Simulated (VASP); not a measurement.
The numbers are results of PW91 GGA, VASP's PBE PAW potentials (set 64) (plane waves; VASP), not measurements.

A VASP calculation is set up with these files.

**POSCAR**
```
Pb
1
    0.0000000000     2.5631395102     2.5631395102
    2.5631395102     0.0000000000     2.5631395102
    2.5631395102     2.5631395102     0.0000000000
Pb
1
Direct
  0.0000000000   0.0000000000   0.0000000000
```

File KPOINTS:
```
kpoints
0
gamma
13 13 13
```

INCAR:
```
LWAVE = F
ENCUT = 520   # plane-wave cut-off (eV)
SIGMA = 0.1   # width (eV)
EDIFF = 1E-7   # SCF stop (eV)
LREAL = F   # projection in real space or not
GGA = 91   # PW91
LASPH = T   # aspherical one-centre terms
NELM = 100   # most electronic steps
LCHARG = F
ALGO = Normal   # blocked Davidson
PREC = Accurate
LMAXMIX = 4   # l cut-off of mixed one-centre charges
ISMEAR = 1   # Methfessel-Paxton
SYSTEM = Pb
ISIF = 2
```

POTCAR, in this order: Pb_d (PBE.64 set). Program: vasp_std.

Output of the run:

### OSZICAR
```
       N       E                     dE             d eps       ncg     rms          rms(c)
DAV:   1     0.101997771948E+03    0.10200E+03   -0.73325E+03  1866   0.145E+03
DAV:   2     0.115290628520E+01   -0.10084E+03   -0.98838E+02  1896   0.321E+02
DAV:   3    -0.349171660823E+01   -0.46446E+01   -0.46219E+01  2174   0.804E+01
DAV:   4    -0.360510896162E+01   -0.11339E+00   -0.11336E+00  2249   0.141E+01
DAV:   5    -0.361031268672E+01   -0.52037E-02   -0.52036E-02  2353   0.271E+00    0.662E-01
DAV:   6    -0.359009338814E+01    0.20219E-01   -0.36887E-02  2208   0.374E+00    0.272E-01
DAV:   7    -0.358675351104E+01    0.33399E-02   -0.12860E-02  2205   0.207E+00    0.981E-02
DAV:   8    -0.358670853108E+01    0.44980E-04   -0.45666E-04  2263   0.389E-01    0.124E-02
DAV:   9    -0.358670465548E+01    0.38756E-05   -0.15221E-05  2535   0.718E-02    0.539E-03
DAV:  10    -0.358670427929E+01    0.37619E-06   -0.10806E-06  1980   0.101E-02    0.394E-04
DAV:  11    -0.358670430951E+01   -0.30228E-07   -0.32735E-08  1269   0.304E-03
   1 F= -.35867043E+01 E0= -.35862564E+01  d E =-.134378E-02
```

**OUTCAR**
```
------------------------ aborting loop because EDIFF is reached ----------------------------------------
  FORCE on cell =-STRESS in cart. coord.  units (eV):
  Direction    XX          YY          ZZ          XY          YZ          ZX
  --------------------------------------------------------------------------------------
  Total       -0.3745738     -0.3745738     -0.3745738      0.0000000     -0.0000000      0.0000000
  in kB      -17.8197376    -17.8197376    -17.8197376      0.0000000     -0.0000000      0.0000000
  external PRESSURE =     -17.8197376 kB  Pullay stress =       0.0000000 kB
  volume of cell :       33.68
      direct lattice vectors                 reciprocal lattice vectors
     0.000000000  2.563139510  2.563139510    -0.195073268  0.195073268  0.195073268
     2.563139510  0.000000000  2.563139510     0.195073268 -0.195073268  0.195073268
     2.563139510  2.563139510  0.000000000     0.195073268  0.195073268 -0.195073268
 POSITION                                       TOTAL-FORCE (eV/Angst)
 -----------------------------------------------------------------------------------
      0.00000      0.00000      0.00000         0.000000      0.000000      0.000000
 -----------------------------------------------------------------------------------
    total drift:                               -0.000000     -0.000000     -0.000000
  FREE ENERGIE OF THE ION-ELECTRON SYSTEM (eV)
  ---------------------------------------------------
  free  energy   TOTEN  =        -3.5867043095 eV

  energy  without entropy=       -3.5853605305  energy(sigma->0) =       -3.58625638
```
(Selected blocks of OUTCAR.)

The compound is Pb in the fcc structure. This cell is one point of a volume scan, at 1.06 of the reference volume.
